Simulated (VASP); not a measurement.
Computed with PBE GGA with D3 dispersion (zero damping), VASP's PBE PAW potentials (set 64) (plane waves; VASP).

VASP input:

File KPOINTS:
```
Automatic mesh
0
Gamma
12 12 12
0 0 0
```

INCAR:
```
# general
SYSTEM   =  Sn
PREC     =  Accurate
ENCUT    =  520
LREAL    =  .False.
LASPH    =  .True.

# electronic loop
EDIFF    =  1E-6
NELM     =  100
ALGO     =  Normal
LMAXMIX  =  4

# smearing
ISMEAR   =  1
SIGMA    =  0.1

# functional
GGA      =  PE
IVDW     =  11

# ions
IBRION   =  2
NSW      =  60
ISIF     =  3
EDIFFG   =  -0.01

# output
LWAVE    =  .False.
LCHARG   =  .False.
```

### POSCAR
```
Sn
1.0
 -2.9499807279   2.9499807279   1.5966527477
  2.9499807279  -2.9499807279   1.5966527477
  2.9499807279   2.9499807279  -1.5966527477
Sn
2
Cart
  2.9499807279   0.0000000000   0.7983263739
  0.0000000000   0.0000000000   0.0000000000
```

POTCAR, in this order: Sn_d (PBE.64 set). Program: vasp_std.

The resulting files:

File OUTCAR:
```
 ion  position               nearest neighbor table
   1  0.250  0.750  0.500-   2 3.06   2 3.06   2 3.06   2 3.06
   2  0.000  0.000  0.000-   1 3.06   1 3.06   1 3.06   1 3.06
  LATTYP: Found a body centered tetragonal cell.
 ALAT       =     5.8999614558
 C/A-ratio  =     0.5412417554
 Subroutine PRICEL returns:
 Original cell was already a primitive cell.
 Subroutine GETGRP returns: Found 16 space group operations
The static configuration has the point symmetry D_2d.
 The point group associated with its full space group is D_4h.
The dynamic configuration has the point symmetry D_2d.
 Subroutine INISYM returns: Found 16 space group operations
 Subroutine IBZKPT returns following result:
 Found    163 irreducible k-points:

 Following reciprocal coordinates:
            Coordinates               Weight
  0.000000  0.000000  0.000000      1.000000
  0.083333  0.000000 -0.000000      8.000000
  0.166667  0.000000 -0.000000      8.000000
  0.250000  0.000000  0.000000      8.000000
  0.333333  0.000000  0.000000      8.000000
  0.416667  0.000000  0.000000      8.000000
  0.500000  0.000000  0.000000      4.000000
  0.083333  0.083333 -0.000000      8.000000
  0.166667  0.083333 -0.000000     16.000000
  0.250000  0.083333 -0.000000     16.000000
  0.333333  0.083333  0.000000     16.000000
  0.416667  0.083333 -0.000000     16.000000
  0.500000  0.083333  0.000000     16.000000
 -0.416667  0.083333 -0.000000     16.000000
 -0.333333  0.083333  0.000000     16.000000
 -0.250000  0.083333 -0.000000     16.000000
 -0.166667  0.083333  0.000000     16.000000
 -0.083333  0.083333  0.000000      4.000000
  0.166667  0.166667 -0.000000      8.000000
  0.250000  0.166667  0.000000     16.000000
  0.333333  0.166667 -0.000000     16.000000
  0.416667  0.166667 -0.000000     16.000000
  0.500000  0.166667  0.000000     16.000000
 -0.416667  0.166667  0.000000     16.000000
 -0.333333  0.166667 -0.000000     16.000000
 -0.250000  0.166667 -0.000000     16.000000
 -0.166667  0.166667  0.000000      4.000000
  0.250000  0.250000  0.000000      8.000000
  0.333333  0.250000  0.000000     16.000000
  0.416667  0.250000  0.000000     16.000000
  0.500000  0.250000  0.000000     16.000000
 -0.416667  0.250000  0.000000     16.000000
 -0.333333  0.250000  0.000000     16.000000
 -0.250000  0.250000  0.000000      4.000000
  0.333333  0.333333  0.000000      8.000000
  0.416667  0.333333  0.000000     16.000000
  0.500000  0.333333  0.000000     16.000000
 -0.416667  0.333333  0.000000     16.000000
 -0.333333  0.333333  0.000000      4.000000
  0.416667  0.416667  0.000000      8.000000
   k-points           NKPTS =    163   k-points in BZ     NKDIM =    163   number of bands    NBANDS=     18
   number of dos      NEDOS =    301   number of ions     NIONS =      2
   total plane-waves  NPLWV =  46656
   dimension x,y,z NGX =    36 NGY =   36 NGZ =   36
   dimension x,y,z NGXF=    72 NGYF=   72 NGZF=   72
   ions per type =               2
   PREC   = accura    normal or accurate (medium, high low for compatibility)
   ISTART =      0    job   : 0-new  1-cont  2-samecut
   ICHARG =      2    charge: 1-file 2-atom 10-const
   ISPIN  =      1    spin polarized calculation?
   LNONCOLLINEAR =      F non collinear calculations
   LSORBIT =      F    spin-orbit coupling
   INIWAV =      1    electr: 0-lowe 1-rand  2-diag
   ENCUT  =  520.0 eV  38.22 Ry    6.18 a.u.   8.31  8.31  8.31*2*pi/ulx,y,z
   NELM   =    100;   NELMIN=  2; NELMDL= -5     # of ELM steps
   EDIFF  = 0.1E-05   stopping-criterion for ELM
   LREAL  =      F    real-space projection
...
```

**OSZICAR**
```
       N       E                     dE             d eps       ncg     rms          rms(c)
DAV:   1     0.201550214778E+03    0.20155E+03   -0.15042E+04  5882   0.241E+03
DAV:   2     0.103139513668E+02   -0.19124E+03   -0.18917E+03  5888   0.449E+02
DAV:   3    -0.708198396618E+01   -0.17396E+02   -0.17222E+02  6682   0.139E+02
DAV:   4    -0.760599393536E+01   -0.52401E+00   -0.52215E+00  6736   0.263E+01
DAV:   5    -0.762614617433E+01   -0.20152E-01   -0.20150E-01  7922   0.473E+00    0.228E+00
DAV:   6    -0.761129829541E+01    0.14848E-01   -0.34546E-02  7594   0.287E+00    0.128E+00
DAV:   7    -0.760797229315E+01    0.33260E-02   -0.20995E-02  7606   0.219E+00    0.165E-01
DAV:   8    -0.760792816630E+01    0.44127E-04   -0.18955E-03  6816   0.647E-01    0.361E-02
DAV:   9    -0.760793783445E+01   -0.96682E-05   -0.56909E-05  7480   0.787E-02    0.132E-02
DAV:  10    -0.760793615995E+01    0.16745E-05   -0.72529E-06  6948   0.400E-02    0.187E-03
DAV:  11    -0.760793617161E+01   -0.11663E-07   -0.25121E-07  3184   0.720E-03
   1 F= -.80052777E+01 E0= -.80050574E+01  d E =-.800528E+01
```

File OUTCAR:
```
------------------------ aborting loop because EDIFF is reached ----------------------------------------
 Edisp (eV)   -0.39734
  FORCE on cell =-STRESS in cart. coord.  units (eV):
  Direction    XX          YY          ZZ          XY          YZ          ZX
  --------------------------------------------------------------------------------------
  Total      -0.01147    -0.01147    -0.00810     0.00000     0.00000     0.00000
  in kB      -0.33064    -0.33064    -0.23345     0.00000     0.00000     0.00000
  external pressure =       -0.30 kB  Pullay stress =        0.00 kB
  volume of cell :       55.58
      direct lattice vectors                 reciprocal lattice vectors
    -2.949980728  2.949980728  1.596652748     0.000000000  0.169492633  0.313155131
     2.949980728 -2.949980728  1.596652748     0.169492633  0.000000000  0.313155131
     2.949980728  2.949980728 -1.596652748     0.169492633  0.169492633  0.000000000
 POSITION                                       TOTAL-FORCE (eV/Angst)
 -----------------------------------------------------------------------------------
      2.94998      0.00000      0.79833        -0.000000      0.000000      0.000000
      0.00000      0.00000      0.00000         0.000000     -0.000000     -0.000000
 -----------------------------------------------------------------------------------
    total drift:                               -0.000000     -0.000000      0.000000
  FREE ENERGIE OF THE ION-ELECTRON SYSTEM (eV)
  ---------------------------------------------------
  free  energy   TOTEN  =        -8.0052776804 eV

  energy  without entropy=       -8.0046169863  energy(sigma->0) =       -8.00505745

 reached required accuracy - stopping structural energy minimisation
```
(Selected blocks of OUTCAR.)

The compound is Sn in the beta structure. It was relaxed first. The start is the result of an earlier pass.
